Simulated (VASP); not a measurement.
# SrB3Pt (Pm-3m) in VASP: further runs, part 2 of 2

VASP 6.6.1.

## (6) Relaxation of cell and atoms, PBE+U

Contents of INCAR:

```
PREC = Accurate
ENCUT = 600
EDIFF = 1E-6
ISMEAR = -1
SIGMA = 0.05
LREAL = F
LASPH = T
NELM = 60
ALGO = Normal
ISIF = 3
LWAVE = F
LCHARG = F
LMAXMIX = 4
LDAU = T
LDAUTYPE = 2
LDAUL = -1 -1 2
LDAUU = 0 0 6
LDAUJ = 0 0 0
LDAUPRINT = 1
GGA = PE
IBRION = 2
NSW = 60
EDIFFG = -0.01
```

Contents of KPOINTS:

```
Automatic mesh
0
Gamma
  5 5 5
```

Contents of POSCAR:

```
SrB3Pt
1.0
    4.5405600000      0.0000000000      0.0000000000
    0.0000000000      4.5405600000      0.0000000000
    0.0000000000      0.0000000000      4.5405600000
Sr B Pt
1 3 1
Direct
    0.0000000000      0.0000000000      0.0000000000
    0.5000000000      0.0000000000      0.0000000000
    0.0000000000      0.5000000000      0.0000000000
    0.0000000000      0.0000000000      0.5000000000
    0.5000000000      0.5000000000      0.5000000000
```

Potentials or basis: VASP PAW PBE potentials, release 64 (Sr_sv, B, Pt).

Command:

```bash
$ cat potpaw_PBE.64/Sr_sv/POTCAR potpaw_PBE.64/B/POTCAR potpaw_PBE.64/Pt/POTCAR > POTCAR
$ mpirun -np 1 vasp_std > vasp.out
```

OUTCAR:

```text
PREC = Accurate
   ENCUT = 600
   EDIFF = 1E-6
   ISMEAR = -1
   LREAL = F
   LASPH = T
   NELM = 60
   ISIF = 3
   GGA = PE
   IBRION = 2
   NSW = 60
   EDIFFG = -0.01

 ion  position               nearest neighbor table
   1  0.000  0.000  0.000-   2 2.27   3 2.27   4 2.27   4 2.27   3 2.27   2 2.27   5 3.93   5 3.93
                             5 3.93   5 3.93   5 3.93   5 3.93   5 3.93   5 3.93
   2  0.500  0.000  0.000-   1 2.27   1 2.27
   3  0.000  0.500  0.000-   1 2.27   1 2.27
   4  0.000  0.000  0.500-   1 2.27   1 2.27
   5  0.500  0.500  0.500-   1 3.93   1 3.93   1 3.93   1 3.93   1 3.93   1 3.93   1 3.93   1 3.93

  LATTYP: Found a simple cubic cell.
 ALAT       =     4.5405600000

  Lattice vectors:

 A1 = (   4.5405600000,   0.0000000000,   0.0000000000)
 A2 = (   0.0000000000,   4.5405600000,   0.0000000000)
 A3 = (   0.0000000000,   0.0000000000,   4.5405600000)

Analysis of symmetry for initial positions (statically):
=====================================================================
 Subroutine PRICEL returns:
 Original cell was already a primitive cell.

 Routine SETGRP: Setting up the symmetry group for a
 simple cubic supercell.

 Subroutine GETGRP returns: Found 48 space group operations
 (whereof 48 operations were pure point group operations)
 out of a pool of 48 trial point group operations.

The static configuration has the point symmetry O_h .

Analysis of symmetry for dynamics (positions and initial velocities):
=====================================================================
 Subroutine PRICEL returns:
 Original cell was already a primitive cell.

[... 158 lines left out ...]
  -------------------------------------------------------------------------------------
  Total        1.0971325      1.0971325      1.0971325     -0.0000000      0.0000000     -0.0000000
  in kB       18.7776567     18.7776567     18.7776567     -0.0000000      0.0000000     -0.0000000
  external PRESSURE =      18.7776567 kB  Pullay stress =       0.0000000 kB
[... 137 lines left out ...]
  FREE ENERGIE OF THE ION-ELECTRON SYSTEM (eV)
  ---------------------------------------------------
  free  energy   TOTEN  =        -8.2096313938 eV

  energy  without entropy=       -8.1613404471  energy(sigma->0) =       -8.18548592

atom =   5  type =  3  l = 2

 onsite density matrix

spin component  1

  0.8500 -0.0000  0.0000  0.0000  0.0000
 -0.0000  0.8500  0.0000 -0.0000 -0.0000
  0.0000  0.0000  0.9279 -0.0000  0.0000
  0.0000 -0.0000 -0.0000  0.8500 -0.0000
  0.0000 -0.0000  0.0000 -0.0000  0.9279

spin component  2

  0.8500 -0.0000  0.0000  0.0000  0.0000
 -0.0000  0.8500  0.0000 -0.0000 -0.0000
  0.0000  0.0000  0.9279 -0.0000  0.0000
  0.0000 -0.0000 -0.0000  0.8500 -0.0000
  0.0000 -0.0000  0.0000 -0.0000  0.9279

 occupancies and eigenvectors

  o =  0.8500  v =  0.0000  0.7931  0.0000  0.6091 -0.0000  0.0000  0.0000  0.0000  0.0000  0.0000      0.0000  0.0000  0.0000  0.0000  0.0000  0.0000  0.0000  0.0000  0.0000  0.0000
  o =  0.8500  v =  0.0000  0.6091  0.0000 -0.7931  0.0000  0.0000  0.0000  0.0000  0.0000  0.0000      0.0000  0.0000  0.0000  0.0000  0.0000  0.0000  0.0000  0.0000  0.0000  0.0000
  o =  0.8500  v =  0.0000  0.0000  0.0000  0.0000  0.0000  0.0000  0.7931  0.0000  0.6091 -0.0000      0.0000  0.0000  0.0000  0.0000  0.0000  0.0000  0.0000  0.0000  0.0000  0.0000
  o =  0.8500  v =  0.0000  0.0000  0.0000  0.0000  0.0000  0.0000  0.6091  0.0000 -0.7931  0.0000      0.0000  0.0000  0.0000  0.0000  0.0000  0.0000  0.0000  0.0000  0.0000  0.0000
  o =  0.8500  v =  0.0000  0.0000  0.0000  0.0000  0.0000  1.0000  0.0000  0.0000  0.0000  0.0000      0.0000  0.0000  0.0000  0.0000  0.0000  0.0000  0.0000  0.0000  0.0000  0.0000
  o =  0.8500  v =  1.0000  0.0000  0.0000  0.0000  0.0000  0.0000  0.0000  0.0000  0.0000  0.0000      0.0000  0.0000  0.0000  0.0000  0.0000  0.0000  0.0000  0.0000  0.0000  0.0000
  o =  0.9279  v =  0.0000 -0.0000  0.8333  0.0000  0.5528  0.0000  0.0000  0.0000  0.0000  0.0000      0.0000  0.0000  0.0000  0.0000  0.0000  0.0000  0.0000  0.0000  0.0000  0.0000
  o =  0.9279  v =  0.0000  0.0000  0.0000  0.0000  0.0000  0.0000 -0.0000  0.8333  0.0000  0.5528      0.0000  0.0000  0.0000  0.0000  0.0000  0.0000  0.0000  0.0000  0.0000  0.0000
  o =  0.9279  v =  0.0000  0.0000 -0.5528  0.0000  0.8333  0.0000  0.0000  0.0000  0.0000  0.0000      0.0000  0.0000  0.0000  0.0000  0.0000  0.0000  0.0000  0.0000  0.0000  0.0000
  o =  0.9279  v =  0.0000  0.0000  0.0000  0.0000  0.0000  0.0000  0.0000 -0.5528  0.0000  0.8333      0.0000  0.0000  0.0000  0.0000  0.0000  0.0000  0.0000  0.0000  0.0000  0.0000

--------------------------------------- Ionic step        5  -------------------------------------------

 number of electron      29.0000003 magnetization

 Free energy of the ion-electron system (eV)
  ---------------------------------------------------
  ext. energy  EPLUGINS =         0.00000000
  ---------------------------------------------------
  free energy    TOTEN  =        -8.20989058 eV

  energy without entropy =       -8.16122914  energy(sigma->0) =       -8.18555986

 E-fermi :   1.1649     XC(G=0):  -9.0476

 val. band max:        1.1620507097   @ k =   0.2000   0.2000   0.2000
 cond. band min:       1.2288120733   @ k =   0.4000   0.4000   0.4000
 fundamental gap:      0.0667613636
 Fermi energy:         1.1648950570

 k-point     1 :       0.0000    0.0000    0.0000
  band No.  band energies     occupation
      1     -32.2915      2.00000
      2     -14.7697      2.00000
      3     -14.7697      2.00000
      4     -14.7697      2.00000
      5      -5.6453      2.00000
      6      -3.7685      2.00000
[... 231 lines left out ...]
  FREE ENERGIE OF THE ION-ELECTRON SYSTEM (eV)
  ---------------------------------------------------
  free  energy   TOTEN  =        -8.2098905827 eV

  energy  without entropy=       -8.1612291373  energy(sigma->0) =       -8.18555986

 reached required accuracy - stopping structural energy minimisation
```

OSZICAR:

```text
N       E                     dE             d eps       ncg     rms          rms(c)
DAV:   1     0.157921892980E+03    0.15792E+03   -0.14462E+04   360   0.159E+03
DAV:   2     0.266019549710E+01   -0.15526E+03   -0.15135E+03   436   0.279E+02
DAV:   3    -0.849231769028E+01   -0.11153E+02   -0.10857E+02   644   0.604E+01
[... 54 lines left out ...]
DAV:   5    -0.820990978518E+01   -0.54539E-04   -0.12981E-03   530   0.188E-01    0.889E-02
DAV:   6    -0.820987049526E+01    0.39290E-04   -0.35247E-04   554   0.103E-01    0.397E-02
DAV:   7    -0.820988804610E+01   -0.17551E-04   -0.65949E-05   592   0.426E-02    0.124E-02
DAV:   8    -0.820989064511E+01   -0.25990E-05   -0.53695E-06   412   0.164E-02    0.370E-03
DAV:   9    -0.820989058268E+01    0.62431E-07   -0.35296E-07   192   0.393E-03
   5 F= -.82098906E+01 E0= -.81855599E+01  d E =-.100614E+00
```

Run time: 56 s. Hardware: 1 thread of AMD EPYC 9R45 (Zen 5), shared host; peak memory 0.19 GiB.

What came out:

```
Free energy                            : -8.2099 eV
Relaxed volume                         : 21.85 Å³/atom
Relaxed cell                           : a = 4.781 Å, b = 4.781 Å, c = 4.781 Å, α = 90.00°, β = 90.00°, γ = 90.00°
Space group after relaxing (to 0.05 Å) : Pm-3m (No. 221)
Energy gained by relaxing              : 20.1 meV/atom
Ionic steps                            : 5
Pressure after relaxing                : 0.0 GPa
Band gap on the k mesh                 : none (metal or under the smearing width)
```

Step by step:
| step | energy change (eV) | largest force (eV/Å) | pressure (GPa) | volume (Å³) |
| --- | --- | --- | --- | --- |
| 1 | 0.0000 | 0.0000 | 1.88 | 93.61 |
| 2 | -0.0334 | 0.0000 | 1.66 | 96.62 |
| 3 | -0.0964 | 0.0000 | 0.43 | 106.01 |
| 4 | -0.1004 | 0.0000 | -0.09 | 109.94 |
| 5 | -0.1006 | 0.0000 | -0.01 | 109.26 |

Final structure:
```xyz
5
Lattice="4.7807 0.0000 0.0000 0.0000 4.7807 0.0000 0.0000 0.0000 4.7807" Properties=species:S:1:pos:R:3 pbc="T T T"
Sr    0.0000    0.0000    0.0000
B     2.3903    0.0000    0.0000
B     0.0000    2.3903    0.0000
B     0.0000    0.0000    2.3903
Pt    2.3903    2.3903    2.3903
```

Eigenvalues of the final occupation matrices:
```
    site  spin  trace               eigenvalues
site 5 d     1   4.41  0.85 0.85 0.85 0.93 0.93
site 5 d     2   4.41  0.85 0.85 0.85 0.93 0.93
```

Caveat: the volume moved by over 15 % at a fixed basis, so the end points are rough; U without spin polarisation on a metal has little footing; the U is typed as a test and isn't derived for this compound.

## (7) The reference run

An earlier run on the cell as given: functional PBE; potentials or basis VASP PAW PBE potentials, release 64 (Sr_sv, B, Pt); cutoff 520 eV; k mesh 6 × 6 × 6; occupations fermi-dirac, width 0.05 eV; no spin polarisation.

* Pressure: 0.4 GPa
* Band gap on the k mesh: none (metal or under the smearing width)

## (8) The runs side by side

```tsv
task	level	U	cell	k mesh	cutoff (eV)	gap on the mesh (eV)	pressure (GPa)	relaxed volume (Å³/atom)
relaxation of cell and atoms	PBE+U	Pt d U = 2 eV	relaxed	5 × 5 × 5	600	none	0.0	20.18
relaxation of cell and atoms	PBE+U	Pt d U = 3 eV	relaxed	5 × 5 × 5	600	none	0.1	20.56
relaxation of cell and atoms	PBE+U	Pt d U = 4 eV	relaxed	5 × 5 × 5	600	none	0.0	20.97
relaxation of cell and atoms	PBE+U	Pt d U = 5 eV	relaxed	5 × 5 × 5	600	none	0.0	21.33
relaxation of cell and atoms	PBE+U	Pt d U = 6 eV	relaxed	5 × 5 × 5	600	none	0.0	21.85
single point	PBE	-	as given	6 × 6 × 6	520	none	0.4	-
```

Alike in all rows: potentials or basis VASP PAW PBE potentials, release 64 (Sr_sv, B, Pt); no spin polarisation; smearing fermi-dirac 0.05 eV.

Caveats: U without spin polarisation on a metal has little footing (some runs); the U is typed as a test and isn't derived for this compound (some runs); the volume moved by over 15 % at a fixed basis, so the end points are rough (some runs).

Total energies depend on the potentials used, so only differences within one code and one set of settings carry meaning.
